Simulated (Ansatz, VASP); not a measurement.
# Cross-check of TiO2 (Rutile) between VASP and Ansatz, part 2 of 2

Aim: how closely do two programs agree when they are given the same cell, functional and k mesh? The cell is taken from a series of runs on this material, whose earlier steps may have relaxed, scaled, displaced or heated it; both programs get it as it stands.

VASP 6.6.1 and Ansatz 0.2.0.

So far: Set-up; VASP: single point, HSE06.

## Step 3: Ansatz: single point, HSE06

Level of this step: Ansatz beside VASP: Kohn-Sham DFT, plane waves, HSE06 (Ansatz).

Ansatz runs on its PAW soft_1 files.

The same cell, functional and mesh now go to Ansatz, which takes its cutoff from its data sets.

The input, input.yaml:

```yaml
crystal:
  lattice:
    - [4.775888, 0.0, 0.0]
    - [0.0, 4.775888, 0.0]
    - [0.0, 0.0, 3.075696]
  atoms:
    - { symbol: Ti, position: [0.0, 0.0, 0.0] }
    - { symbol: Ti, position: [0.5, 0.5, 0.5] }
    - { symbol: O, position: [0.3095595385, 0.3095595385, 0.0] }
    - { symbol: O, position: [0.1904404615, 0.8095595385, 0.5] }
    - { symbol: O, position: [0.6904404615, 0.6904404615, 0.0] }
    - { symbol: O, position: [0.8095595385, 0.1904404615, 0.5] }
kpoints:
  mp_grid: { grid: [4, 4, 4] }
  band_path:
    path:
      - [0.0, 0.0, 0.0]
      - [0.0, 0.5, 0.0]
      - [0.5, 0.5, 0.0]
      - [0.0, 0.0, 0.5]
      - [0.0, 0.5, 0.5]
      - [0.5, 0.5, 0.5]
    npoints: 1
hamiltonian:
  xc: hse06
  pseudopotentials: { kind: paw, azcp: { folder: soft_1 } }
scf:
  occupations: { method: fixed }
  n_extra_bands: 6
output:
  eigenvalues: true
```

Started as:

```sh
ansatz run input.yaml --threads 3 --pin off --max-ram 92160MiB --backend cuda --events-out ev --progress --plain --runs-dir out --devices 1 --max-vram 13GiB
```

Numbers of over 12 decimals in the logs are rounded to 6 here.

Output:

```text
scf.n_extra_bands = 6 over 24 filled bands (N_el = 48.0): the run solves 30 bands
GPUs: using 1 of 1 available (devices: 1).
Engine: ansatz 0.2.0, x86_64-unknown-linux-gnu
Pseudopotentials: kind: paw
Pseudopotential: Ti, paw, valence charge 12, recommended cutoff 420 eV (normal), soft_1/Ti.paw.azcp
Pseudopotential: O, paw, valence charge 6, recommended cutoff 420 eV (normal), soft_1/O.paw.azcp
Functional definition: HSE06
  parameter a = 0.25
  parameter omega = 0.11/bohr
  exchange = pbe_x - a*pbe_x_sr(omega) + a*exact_x_sr(omega)
  correlation = pbe_c
davidson cushion auto → on  (no smearing: the cushion is to keep the highest requested band from converging to the state above it; pin scf.eigensolver.cushion to override)
device memory: the entry about to start is reckoned to put 0.8 GiB on a device that reports 54.1 GiB free (of which the cap on the GPU budget leaves the run 13.0 GiB)
GPU FFT provider: cuFFT
GPU libraries: cuBLAS 13.8.2, cuFFT 12.4.0, cuSOLVER 12.3.4
Crystal: 6 atoms, lattice volume = 70.154 Å³
Basis set: ecut = 420 eV, 1387 PW (Γ)
Bands: 30, of which v1, the nominal top of the filled ones, is band 24 counted from 1 (23 counted from 0)
Symmetry: 16 space group operations
Space group: P42/mnm (ITA 136), of the structure as read, at distance tolerance 4.1e-5 Å
k-points: 18 of 64
Non-local potential: Ti, projectors of the file, l = 0: 3, l = 1: 2, l = 2: 3, l = 3: 1
Non-local potential: O, projectors of the file, l = 0: 2, l = 1: 2, l = 2: 1
PAW form: soft (Blöchl's): semilocal exchange-correlation on the pseudo side does not see the compensation charge
PAW frozen core: Ti, regenerated for the run's functional, and the local potential with it (the file was generated under x = pbe(κ = 0.804, μ = 0.219515), c = pbe(β = 0.066725))
PAW frozen core: O, regenerated for the run's functional, and the local potential with it (the file was generated under x = pbe(κ = 0.804, μ = 0.219515), c = pbe(β = 0.066725))
PAW one-centre angular grid: Ti, 590 points (default); XC on 64 Gauss nodes
PAW one-centre angular grid: O, 110 points (default); XC on 96 Gauss nodes
Initial density: superposition of atomic densities (chi_scale 0.1, normalization cell, long waves kept (reshape's long-wave potential 0.00 eV rms))
Initial wavefunctions: pseudopotential atomic-orbital guess
GPU buffer pool allocated for 24576 grid points (all kernels)
GPU transforms: local potential and band sums: pruned to the plane-wave sphere, on 32×32×24
Functional: x = pbe(κ = 0.804, μ = 0.219515), c = pbe(β = 0.066725), warm-up for x = pbe(κ = 0.804, μ = 0.219515) + 0.25 (exact − pbe) at short range (hse, ω = 0.207870 Å⁻¹), c = pbe(β = 0.066725); HSE06 as pw.x's `hse` composes it (authors' and Libxc's form: `xc: wpbeh`)
SCF iter   1: F=—  HF=-7276.837072 eV  |F-HF|=—  |Δ(HF+E_count)|=         —  Δρ=5.21e-2  dr2=1.91e0  ethr=1.00e-1  ⟨swp⟩=3.2  Hψ=1550  notcnv=0
preconditioner: auto → none  [insulator: Δε(μ)=1.924 eV  Ē_g=8.939 eV  n_scr=18 (ndim 8)  ℏωp=25.1 eV  f_vac=0.000]
SCF iter   2: F=—  HF=-7277.192747 eV  |F-HF|=—  |Δ(HF+E_count)|=   3.56e-1  Δρ=6.49e-2  dr2=2.54e0  ethr=3.97e-3  ⟨swp⟩=3.9  Hψ=1601  notcnv=0
SCF iter   3: F=—  HF=-7277.126206 eV  |F-HF|=—  |Δ(HF+E_count)|=   6.65e-2  Δρ=4.28e-2  dr2=1.49e0  ethr=3.97e-3  ⟨swp⟩=3.6  Hψ=1398  notcnv=0
SCF iter   4: F=—  HF=-7276.999901 eV  |F-HF|=—  |Δ(HF+E_count)|=   1.26e-1  Δρ=2.34e-2  dr2=4.45e-1  ethr=3.10e-3  ⟨swp⟩=2.0  Hψ=1188  notcnv=0
iter 5 solved again at ethr=3.59e-5 eV; its pass at ethr=9.27e-4 eV (dr2=1.72e-2 eV) is discarded
SCF iter   5: F=—  HF=-7276.955159 eV  |F-HF|=—  |Δ(HF+E_count)|=   4.47e-2  Δρ=4.80e-3  dr2=1.75e-2  ethr=3.59e-5  ⟨swp⟩=2.3  Hψ=2484  notcnv=0
SCF iter   6: F=-7276.953921 eV  HF=-7276.954076 eV  |F-HF|=1.56e-4  |Δ(HF+E_count)|=   1.08e-3  Δρ=5.96e-4  dr2=2.87e-4  ethr=3.59e-5  ⟨swp⟩=2.1  Hψ=1190  notcnv=0
SCF 1 stopped early in 6 iterations: F = -7276.953921 eV  dr2 = 2.87e-4
  greatest PAW one-centre occupation: 0.999 electrons in one spin orbital (limit 2), on the Ti atom at site 1 (counted from 0), in its partial waves of l = 0
device memory: the entry about to start is reckoned to put 1.2 GiB (of the 1.3 GiB reckoned in all, the device holds 0.1 GiB already) on a device that reports 52.5 GiB free (of which the cap on the GPU budget leaves the run 12.9 GiB)
GPU FFT provider: cuFFT
GPU libraries: cuBLAS 13.8.2, cuFFT 12.4.0, cuSOLVER 12.3.4
Initial density: handed on by an earlier stage of this run
Initial wavefunctions: those handed on with the density
GPU buffer pool allocated for 24576 grid points (all kernels)
GPU transforms: local potential and band sums: pruned to the plane-wave sphere, on 32×32×24
Functional: x = pbe(κ = 0.804, μ = 0.219515) + 0.25 (exact − pbe) at short range (hse, ω = 0.207870 Å⁻¹), c = pbe(β = 0.066725); HSE06 as pw.x's `hse` composes it (authors' and Libxc's form: `xc: wpbeh`)
Exchange kernel: α = 0.2500, screened, ω = 0.2079 Å⁻¹, Wigner–Seitz truncation, v(0) = 1024.3640 eV·Å³, q-mesh 4×4×4, nearest image of the exchange supercell L = 12.30 Å, pair-density grid 30×30×20, without the augmentation charges, whose exchange is taken in its separable form by FFT convolution over the k-point mesh (sized by the pseudopotential files, 32×32×24 at the most), smooth part of the exact exchange by density-matrix convolution in up to 2.07 GiB of GPU memory as planned if the GPU has room (build and FFT work areas not counted)
Frozen-core exchange: fock
SCF iter   1: F=—  HF=-7275.458439 eV  |F-HF|=—  |Δ(HF+E_count)|=         —  Δρ=3.83e-2  dr2=1.49e0  ethr=5.97e-6  ⟨swp⟩=7.1  Hψ=2899  notcnv=0
preconditioner: auto → none  [insulator: Δε(μ)=4.126 eV  Ē_g=11.710 eV  n_scr=18 (ndim 8)  ℏωp=25.1 eV  f_vac=0.038]
SCF iter   2: F=—  HF=-7275.096405 eV  |F-HF|=—  |Δ(HF+E_count)|=   3.62e-1  Δρ=9.65e-3  dr2=1.00e-1  ethr=5.97e-6  ⟨swp⟩=5.7  Hψ=2363  notcnv=0
SCF iter   3: F=—  HF=-7275.126376 eV  |F-HF|=—  |Δ(HF+E_count)|=   3.00e-2  Δρ=4.40e-3  dr2=2.27e-2  ethr=5.97e-6  ⟨swp⟩=4.8  Hψ=2121  notcnv=0
[...]
SCF iter   5: F=—  HF=-7275.126322 eV  |F-HF|=—  |Δ(HF+E_count)|=   4.24e-3  Δρ=2.48e-3  dr2=4.34e-3  ethr=3.11e-7  ⟨swp⟩=4.2  Hψ=2058  notcnv=0
SCF iter   6: F=—  HF=-7275.125506 eV  |F-HF|=—  |Δ(HF+E_count)|=   8.16e-4  Δρ=9.14e-4  dr2=6.90e-4  ethr=3.11e-7  ⟨swp⟩=4.0  Hψ=1925  notcnv=0
SCF iter   7: F=-7275.125327 eV  HF=-7275.125353 eV  |F-HF|=2.57e-5  |Δ(HF+E_count)|=   1.53e-4  Δρ=1.81e-4  dr2=4.14e-5  ethr=3.11e-7  ⟨swp⟩=4.0  Hψ=1516  notcnv=0
SCF 2 stopped early in 7 iterations: F = -7275.125327 eV  dr2 = 4.14e-5
hybrid outer 1: dexx = +5.777e-2 eV, tail = 1.97e-4 eV
GPU FFT provider: cuFFT
GPU libraries: cuBLAS 13.8.2, cuFFT 12.4.0, cuSOLVER 12.3.4
GPU buffer pool allocated for 24576 grid points (all kernels)
GPU transforms: local potential and band sums: pruned to the plane-wave sphere, on 32×32×24
Exchange kernel: α = 0.2500, screened, ω = 0.2079 Å⁻¹, Wigner–Seitz truncation, v(0) = 1024.3640 eV·Å³, q-mesh 4×4×4, nearest image of the exchange supercell L = 12.30 Å, pair-density grid 30×30×20, without the augmentation charges, whose exchange is taken in its separable form by FFT convolution over the k-point mesh (sized by the pseudopotential files, 32×32×24 at the most), smooth part of the exact exchange by density-matrix convolution in up to 2.07 GiB of GPU memory as planned if the GPU has room (build and FFT work areas not counted)
Frozen-core exchange: fock
SCF iter   1: F=—  HF=-7275.124146 eV  |F-HF|=—  |Δ(HF+E_count)|=         —  Δρ=1.33e-4  dr2=1.22e-5  ethr=2.05e-6  ⟨swp⟩=3.0  Hψ=1325  notcnv=0
preconditioner: auto → none  [insulator: Δε(μ)=3.185 eV  Ē_g=10.858 eV  n_scr=18 (ndim 8)  ℏωp=25.1 eV  f_vac=0.040]
SCF iter   2: F=—  HF=-7275.124147 eV  |F-HF|=—  |Δ(HF+E_count)|=   1.33e-6  Δρ=1.09e-4  dr2=9.07e-6  ethr=2.40e-8  ⟨swp⟩=3.8  Hψ=1618  notcnv=0
SCF iter   3: F=—  HF=-7275.124146 eV  |F-HF|=—  |Δ(HF+E_count)|=   9.50e-7  Δρ=6.75e-5  dr2=4.27e-6  ethr=1.75e-8  ⟨swp⟩=2.0  Hψ=1188  notcnv=0
iter 4 solved again at ethr=2.17e-10 eV; its pass at ethr=7.50e-9 eV (dr2=1.04e-7 eV) is discarded
SCF iter   4: F=—  HF=-7275.124145 eV  |F-HF|=—  |Δ(HF+E_count)|=   7.91e-7  Δρ=1.18e-5  dr2=4.28e-7  ethr=2.17e-10  ⟨swp⟩=2.8  Hψ=2523  notcnv=0
SCF iter   5: F=—  HF=-7275.124150 eV  |F-HF|=—  |Δ(HF+E_count)|=   4.41e-6  Δρ=3.42e-5  dr2=6.77e-7  ethr=2.17e-10  ⟨swp⟩=5.2  Hψ=2160  notcnv=0  defer=6
SCF iter   6: F=-7275.124149 eV  HF=-7275.124149 eV  |F-HF|=9.52e-9  |Δ(HF+E_count)|=   1.58e-7  Δρ=3.58e-6  dr2=2.61e-8  ethr=2.17e-10  ⟨swp⟩=4.0  Hψ=1840  notcnv=0
SCF 3 converged in 6 iterations: F = -7275.124149 eV  dr2 = 2.61e-8
hybrid outer 2: dexx = +4.840e-6 eV, tail = 1.19e-7 eV, Δε = 6.97e-3 eV (about 1.87e-4 eV left of the loop's levels)
device memory: the entry about to start is reckoned to put 0.4 GiB on a device that reports 62.5 GiB free (of which the cap on the GPU budget leaves the run 13.0 GiB)
NSCF: frozen V_eff on 6 k-points
hybrid SCF converged: 2 outer / 13 inner (+6 warm-up), last move |dexx| = 4.84e-6 eV, tail = 1.19e-7 eV
Stability not checked: this state was not tested for a lower state beside it, because the functional holds exact exchange (a hybrid, or Hartree-Fock), whose exchange loop this test does not read (fock_operator; see scf.lower_state_search)
Free energy (F): -7275.124149 eV
Frozen-core exchange: fock
Harris-Foulkes:  -7275.124149 eV  (|F-HF|=9.52e-9)
Internal energy: -7275.124149 eV  (E = F + TS)
E sigma→0 (E₀):  -7275.124149 eV
Fermi energy:    6.432276 eV
--- Per-component energies (eV) ---
  E_band       = -583.764628
  E_kinetic    = 1218.953094
  E_local      = -3372.352662  (includes V_loc(G=0)·N_el)
  E_nonlocal   = 309.051308
  E_hartree    = 1260.230928
  E_xc         = -415.523269
  E_vxc        = -521.136915  (∫ρ·V_xc dr)
  E_exx        = -155.396601  (= α·E_x^exact, valence–valence)
  E_paw        = -2669.598536  (= ΣΔE_a)
  E_vpaw       = -427.954243  (= ΣTr[D̂ρ^β])
  E_aug_tail   = 0.002874  (compensation charges beyond the density's cutoff)
  E_ewald      = -3450.040769
  E_core_change = -0.450515  (= ΣΔE_core)
  E_smearing   = -0.000000  (= −TS)
  E_closure    = -0.000000  (closes the sum)
  Σ components = -7275.124149   (vs F -7275.124149, Δ=9.09e-13)
--- Band table (eV; the first three rows and the last of 18) ---
  k-point 0: bands = [... 20 lower, 5.7106, 6.1298, 6.1298, 6.4323, 9.6320, 10.0098, 10.1501, 10.1501, ... 2 higher]
  k-point 1: bands = [... 20 lower, 4.6249, 5.1521, 5.1521, 6.1140, 9.8891, 10.2425, 10.4886, 10.7377, ... 2 higher]
  k-point 2: bands = [... 20 lower, 4.4906, 4.4906, 4.9630, 4.9630, 10.4627, 10.4627, 10.7651, 10.7651, ... 2 higher]
  k-point 17: bands = [... 20 lower, 5.4133, 5.4133, 5.6956, 5.6956, 10.1695, 10.1695, 10.8302, 10.8302, ... 2 higher]
```

## Step 4: Differences

Known differences besides the potentials themselves: exact exchange at q = 0 is treated differently, which shows on coarse meshes; VASP keeps PBE cores, Ansatz makes them for the functional; fixed occupations in Ansatz, narrow Gaussian smearing in VASP; the cutoff is 420 eV in Ansatz and 520 eV in VASP; VASP takes a coarser grid for exact exchange (PRECFOCK = Fast). Total energies have different zeros and are not compared.

Compared:

```csv
quantity,Ansatz,VASP,difference
gap on the k mesh (eV),3.188,3.159,+0.029
```

A gap on the mesh is an upper bound, since the band edges may lie between its points.

## Step 5: What came out

| Item | Value |
| --- | --- |
| difference in gap on the k mesh (single point, HSE06) | 0.029 eV |

In words: The difference in gap on the k mesh is 0.029 eV (single point, HSE06), within the 0.08 eV picked in this series as the mark of a large difference. How closely two codes agree says nothing of how well the functional describes the real material.

[Lines on the potential files, build, host, timing and source positions are cut from VASP's logs without a mark.]

[Logs are printed without paths, hosts, clocks, repeated set-up lines and the standing remarks that a program may print on its own settings, such as how far it seeks lower states.]

[Hosts, paths, dates, database ids (printed as entryN), source tags and the programs' standing remarks are cut or masked in the printed files.]
